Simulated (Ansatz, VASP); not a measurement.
# Be3SnS in VASP and in Ansatz

```xyz
5
Lattice="4.5800 0.0000 0.0000 0.0000 4.5800 0.0000 0.0000 0.0000 4.5800" Properties=species:S:1:pos:R:3 pbc="T T T"
Sn    0.0000    0.0000    0.0000
S     2.2900    2.2900    2.2900
Be    2.2900    2.2900    0.0000
Be    2.2900    0.0000    2.2900
Be    0.0000    2.2900    2.2900
```

The cell comes from a database or a generator and needn't be the stable form of this composition.

Alike in both runs: task single point; functional PBEsol; k mesh 4 × 4 × 4; occupations gaussian, width 0.05 eV; no spin polarisation.

```csv
,VASP,Ansatz
version,VASP 6.6.1,Ansatz 0.2.0
potentials or method,"VASP PAW PBE potentials, release 64 (Sn_d, S, Be)","scalar-relativistic, plane waves, PAW"
plane-wave cutoff (eV),520,420
valence electrons in the cell,26,26
```

|  | VASP | Ansatz | Ansatz less VASP |
| --- | --- | --- | --- |
| gap on the k mesh at the Fermi level (eV) | none | none | - |
| pressure (GPa) | -13.0 | -13.0 | 0.00 |

A gap of «none» marks a metal or a gap that the smearing closes.

Caveats: the PAW data sets were made with another functional, which shifts forces and pressure a little (VASP).
